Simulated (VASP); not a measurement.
Wanted: the native input for a VASP 6.6.1 run.

| Property | Result |
| --- | --- |
| Task | single point |
| Functional | optB86b-vdW |
| Potentials or basis | VASP PAW PBE potentials, release 64 (Si, H, C, F) |
| Cutoff | 400 eV |
| k mesh | 1 × 1 × 1 |
| Occupations | gaussian, width 0.05 eV |
| Spin | no spin polarisation |
| Further INCAR settings | LREAL = Auto; ALGO = Fast; EDIFF = 1e-07; NBANDS = 160; ISYM = 0 |

The structure of Si48H16CF4 lies in POSCAR:

```
Si48H16CF4                              
1.0
    7.6805938572      7.6805938572      0.0000000000
   -7.6805938572      7.6805938572      0.0000000000
    0.0000000000      0.0000000000     23.4276500000
  Si              H               C               F             
    48    16     1     4
Selective dynamics
Direct
     0.6984717310184224    0.2986960486883050    0.4072519387209604   T   T   T
     0.8185202396993057    0.6801541917807482    0.4108792332640457   T   T   T
     0.0585098700148196    0.9448518706417528    0.4096041016446933   T   T   T
     0.3070506427434069    0.1921908925136740    0.4303090754255487   T   T   T
     0.9659490551164363    0.5363949842226851    0.4408331311473698   T   T   T
     0.2103656266548456    0.7909889996658934    0.4224281977350934   T   T   T
     0.4630354174150627    0.0333410294640384    0.4448284212147353   T   T   T
     0.5506930454098378    0.4460402220504475    0.4184224525603059   T   T   T
     0.8798385758202050    0.3904957060576130    0.3766867597797248   T   T   T
     0.8763737868078760    0.8718876635247219    0.3746453008262493   T   T   T
     0.1359683719425918    0.1261931871247044    0.3749727513531895   T   T   T
     0.3753252205693646    0.3653529483602504    0.3771380739980282   T   T   T
     0.1123876796623552    0.6247029980292108    0.3773683358530779   T   T   T
     0.3765352197978427    0.8915832797640127    0.3784453031608371   T   T   T
     0.6054610396558279    0.1175336974098353    0.3786046368319897   T   T   T
     0.6263935447846106    0.6207103765788825    0.3757599585140717   T   T   T
     0.0005420486999004    0.2524116105281787    0.3226945462145800   T   T   T
     0.0046337018336015    0.7488873490276609    0.3127183640594701   T   T   T
     0.2521274447957494    0.9978241460864983    0.3135568319335241   T   T   T
     0.4990782747411878    0.2496370685965865    0.3149388619759564   T   T   T
     0.2479639591681081    0.4994211495684991    0.3241661989558328   T   T   T
     0.4977009357301421    0.7546989729248038    0.3237705781790738   T   T   T
     0.7446020223590264    0.0021070148753117    0.3224519342712214   T   T   T
     0.7507589115484562    0.4990967418312116    0.3132342068626939   T   T   T
     0.8732842781173709    0.1267205970961532    0.2644172781337620   T   T   T
     0.8761027957538943    0.6255544650078045    0.2572662743438960   T   T   T
     0.1254555604570297    0.8770757559847453    0.2569225910199454   T   T   T
     0.3753175637648179    0.1245333710902804    0.2574150103283459   T   T   T
     0.1259982231034880    0.3751322801853618    0.2631138465120568   T   T   T
     0.3739086231967333    0.6259314680206026    0.2651011413697380   T   T   T
     0.6247632730349242    0.8738345657385723    0.2630388936384725   T   T   T
     0.6221175429517243    0.3754438301472775    0.2582837729450189   T   T   T
     0.7500891583091766    0.2497684490016725    0.2029467815343428   T   T   T
     0.7485990412355568    0.7514623453776319    0.2022962075611958   T   T   T
     0.9967126010932187    0.0033740618141451    0.2028808328921824   T   T   T
     0.2488772583490505    0.2513898530036586    0.2023808125882848   T   T   T
     0.0023630527662040    0.4982746304191930    0.2022189832042054   T   T   T
     0.2516411163412537    0.7484132352757763    0.2027050837899076   T   T   T
     0.5016111449666196    0.9977538414380892    0.2021786862111134   T   T   T
     0.4968047604781258    0.5030330193247941    0.2031296716590774   T   T   T
     0.8750000000000000    0.3750000000000000    0.1455075519999980   F   F   F
     0.8750000000000000    0.8750000000000000    0.1455075519999980   F   F   F
     0.1250000000000000    0.1250000000000000    0.1455075519999980   F   F   F
     0.3750000000000000    0.3750000000000000    0.1455075519999980   F   F   F
     0.1250000000000000    0.6250000000000000    0.1455075519999980   F   F   F
     0.3750000000000000    0.8750000000000000    0.1455075519999980   F   F   F
     0.6250000000000000    0.1250000000000000    0.1455075519999980   F   F   F
     0.6250000000000000    0.6250000000000000    0.1455075519999980   F   F   F
     0.9516281893000027    0.2983718106999973    0.1067115139999970   F   F   F
     0.7983718106999973    0.4516281893000027    0.1067115139999970   F   F   F
     0.9516281893000027    0.7983718106999973    0.1067115139999970   F   F   F
     0.7983718106999973    0.9516281893000027    0.1067115139999970   F   F   F
     0.2016281893000027    0.0483718106999973    0.1067115139999970   F   F   F
     0.0483718106999973    0.2016281893000027    0.1067115139999970   F   F   F
     0.4516281893000027    0.2983718106999973    0.1067115139999970   F   F   F
     0.2983718106999973    0.4516281893000027    0.1067115139999970   F   F   F
     0.2016281893000027    0.5483718106999973    0.1067115139999970   F   F   F
     0.0483718106999973    0.7016281893000027    0.1067115139999970   F   F   F
     0.4516281893000027    0.7983718106999973    0.1067115139999970   F   F   F
     0.2983718106999973    0.9516281893000027    0.1067115139999970   F   F   F
     0.7016281893000027    0.0483718106999973    0.1067115139999970   F   F   F
     0.5483718106999973    0.2016281893000027    0.1067115139999970   F   F   F
     0.7016281893000027    0.5483718106999973    0.1067115139999970   F   F   F
     0.5483718106999973    0.7016281893000027    0.1067115139999970   F   F   F
     0.2413491985373229    0.7566646371942300    0.5031586506962774   T   T   T
     0.3261833134564979    0.6627777834804880    0.5082911991447997   T   T   T
     0.2883841624507680    0.8554352381634285    0.5322344715985694   T   T   T
     0.1384373587773225    0.7196807783421586    0.5325236030739826   T   T   T
     0.2550220122564380    0.2376165461832742    0.4926240258946702   T   T   T
```

The cell was built by a generator and needn't be a form met in nature.

These files were run (other wordings do the same):

INCAR

```
SYSTEM = Si48H16CF4
PREC = Accurate
ENCUT = 400
EDIFF = 1E-7
ISMEAR = 0
SIGMA = 0.05
LREAL = Auto
LASPH = .TRUE.
NELM = 60
ALGO = Fast
ISIF = 2
LWAVE = .FALSE.
LCHARG = .FALSE.
GGA = MK
LUSE_VDW = .TRUE.
AGGAC = 0.0
PARAM1 = 0.1234
PARAM2 = 1.0
NBANDS = 160
ISYM = 0
NCORE = 4
```

KPOINTS

```
Automatic mesh
0
G
  1 1 1
  0 0 0
```

Potentials or basis: VASP PAW PBE potentials, release 64 (Si, H, C, F).

Launch:

```console
$ cat potpaw_PBE.64/Si/POTCAR potpaw_PBE.64/H/POTCAR potpaw_PBE.64/C/POTCAR potpaw_PBE.64/F/POTCAR > POTCAR
$ mpirun -np 8 vasp_gam > vasp.out
```

It gave:

The largest force is 0.348 eV/Å and the band gap on the k mesh is 0.45 eV, direct.

Caveat: the PAW data sets were made with another functional, which shifts forces and pressure a little.

Run time: 4.1 min on 8 MPI ranks on AMD EPYC 9R45 96-Core Processor (Zen 5), on a shared host, peak memory 0.85 GiB a rank.
